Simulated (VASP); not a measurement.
PdC18, 19 atoms in the cell. The cell holds a slab with vacuum, 19 atoms: a = 7.398 Å, b = 7.398 Å, c = 12.000 Å, α = 90.00°, β = 90.00°, γ = 120.00°. The cell was built by a generator and needn't be a form met in nature.

```yaml
Program: VASP 6.6.1
Task: single point
Functional: PBE
Potentials_or_basis: VASP PAW PBE potentials, release 64 (C, Pd)
Cutoff: 520 eV
k_mesh: 2 × 2 × 1
Occupations: fermi-dirac, width 0.05 eV
Spin: no spin polarisation
Dipole_correction: no
Further_INCAR_settings: LREAL = Auto; ALGO = Fast; EDIFF = 1e-06; NBANDS = 56
```

Potentials or basis: VASP PAW PBE potentials, release 64 (C, Pd).

Command:

```console
$ cat potpaw_PBE.64/C/POTCAR potpaw_PBE.64/Pd/POTCAR > POTCAR
$ mpirun -np 1 vasp_std > vasp.out
```

Hardware: 1 thread of Intel(R) Xeon(R) Platinum 8175M CPU @ 2.50GHz (Skylake/Cascade Lake) (shared host).

**Question.** How long does it take, and how much memory?

**Answer.** It took 5.4 min on 1 thread of Intel(R) Xeon(R) Platinum 8175M CPU @ 2.50GHz (Skylake/Cascade Lake) (shared host), peak memory 0.6 GiB. Counts: scf iterations 25, k points 4.
